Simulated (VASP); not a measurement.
Input:

```yaml
crystal:
  lattice:
    - [4.57134, 0.00000, 0.00000]
    - [0.00000, 4.57134, 0.00000]
    - [0.00000, 0.00000, 4.57134]
  atoms:
    - { symbol: Co, position: [0.13722, 0.13722, 0.13722] }
    - { symbol: Co, position: [0.36278, 0.86278, 0.63722] }
    - { symbol: Co, position: [0.63722, 0.36278, 0.86278] }
    - { symbol: Co, position: [0.86278, 0.63722, 0.36278] }
    - { symbol: Ge, position: [0.83984, 0.83984, 0.83984] }
    - { symbol: Ge, position: [0.66016, 0.16016, 0.33984] }
    - { symbol: Ge, position: [0.33984, 0.66016, 0.16016] }
    - { symbol: Ge, position: [0.16016, 0.33984, 0.66016] }
```

All values below come from r2SCAN meta-GGA, VASP's PBE PAW potentials (set 64) (plane waves; VASP). Settings: 400 eV cut-off, 8×8×8 Γ-centred mesh, tetrahedra with Blöchl corrections, potentials Co Ge_d.

Task: Predict the energy per atom (σ→0), band gap (over mesh and band path) with the smallest direct gap where there is one.

Result: 
The band gap (over mesh and band path) comes out as none (metal, semimetal or under 0.01 eV) and the energy per atom (σ→0) comes out as -13.599 eV/atom.

The structure comes from a computed database's CoGe entry (P2_13); how it stands against other phases isn't given here. It was relaxed first. The run is not spin-polarised, so no magnetic state was tried.
